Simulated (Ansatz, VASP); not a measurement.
# Two plane-wave programs on AlGa3P4

```xyz
8
Lattice="3.8956 0.0000 0.0000 0.0000 3.8956 0.0000 0.0000 0.0000 11.0071" Properties=species:S:1:pos:R:3 pbc="T T T"
Al    1.9478    1.9478    5.5036
Ga    3.8956    0.0000    8.2556
Ga    1.9478    1.9478   11.0071
Ga    0.0000    0.0000    2.7515
P     1.9478    0.0000    9.6318
P     0.0000    1.9478    1.3753
P     1.9478    0.0000    4.1339
P     3.8956    1.9478    6.8733
```

Alike in both runs: task single point; functional PBE; k mesh 4 × 4 × 2; occupations gaussian, width 0.1 eV; no spin polarisation.

```csv
,VASP,Ansatz
version,VASP 6.6.1,Ansatz 0.2.0
potentials or method,"VASP PAW PBE potentials, release 64 (Al, Ga_d, P)","scalar-relativistic, plane waves, PAW"
plane-wave cutoff (eV),520,420
valence electrons in the cell,62,62
```

|  | VASP | Ansatz | Ansatz less VASP |
| --- | --- | --- | --- |
| gap on the k mesh at the Fermi level (eV) | 1.61 | 1.61 | +0.002 |
| least direct gap on the mesh (eV) | 1.68 | 1.68 | +0.001 |
| pressure (GPa) | 0.1 | 0.1 | +0.03 |
| largest component of the traceless stress (GPa) | 0.54 | 0.54 | +0.001 |
| rms of the force components (eV/Å) | 0.005 | 0.004 | -0.0017 |

Atom by atom the forces differ by 0.002 eV/Å (rms over components). With one functional, cell and mesh, what is left measures potentials, basis and numerics.

A k mesh can miss the band edges.
